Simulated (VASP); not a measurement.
Write the native input for VASP 6.6.1 that does the following.

```
Task                   : relaxation of cell and atoms
Functional             : BLYP
Potentials or basis    : VASP PAW PBE potentials, release 64 (Ag, B)
Cutoff                 : 600 eV
k mesh                 : 10 × 10 × 8
Occupations            : fermi-dirac, width 0.05 eV
Spin                   : no spin polarisation
Further INCAR settings : ALGO = Normal; EDIFF = 1e-06; IBRION = 2; EDIFFG = -0.02; NSW = 40; ISIF = 3
```

The structure of AgB2 lies in POSCAR:

```
AgB2
1.0
    3.0000000000      0.0000000000      0.0000000000
   -1.5000000000      2.5980762114      0.0000000000
    0.0000000000      0.0000000000      3.2400000000
Ag B
1 2
Direct
    0.0000000000      0.0000000000      0.0000000000
    0.6666666667      0.3333333333      0.5000000000
    0.3333333333      0.6666666667      0.5000000000
```

One way to write it, as run:

INCAR

```
SYSTEM = AgB2
AGGAC = 1.0
AGGAX = 1.0
ALDAC = 0.0
ALDAX = 1.0
ALGO = Normal
EDIFF = 1E-6
EDIFFG = -0.02
ENCUT = 600
GGA = B5
IBRION = 2
ISIF = 3
ISMEAR = -1
LASPH = .True.
LCHARG = .False.
LREAL = .False.
LWAVE = .False.
NELM = 80
NSW = 40
PREC = Accurate
SIGMA = 0.05
```

KPOINTS

```
k-points
0
Gamma
  10 10 8
  0 0 0
```

Potentials or basis: VASP PAW PBE potentials, release 64 (Ag, B).

Run with:

```bash
$ cat potpaw_PBE.64/Ag/POTCAR potpaw_PBE.64/B/POTCAR > POTCAR
$ mpirun -np 1 vasp_std > vasp.out
```

Results of the run:

| Item | Value |
| --- | --- |
| Relaxed volume | 11.41 Å³/atom |
| Relaxed cell | a = 3.026 Å, b = 3.026 Å, c = 4.314 Å, α = 90.00°, β = 90.00°, γ = 120.00° |
| Space group after relaxing (to 0.05 Å) | P6/mmm (No. 191) |
| Energy gained by relaxing | 630.1 meV/atom |
| Ionic steps | 9 |
| Pressure after relaxing | 0.1 GPa |
| Band gap on the k mesh | none (metal or under the smearing width) |

Caveat: the volume moved by over 15 % at a fixed basis, so the end points are rough; the PAW data sets were made with another functional, which shifts forces and pressure a little.

Wall time 3 min on 1 thread of Intel(R) Xeon(R) Platinum 8559C (Emerald Rapids), with other jobs on the host, peak memory 0.16 GiB.
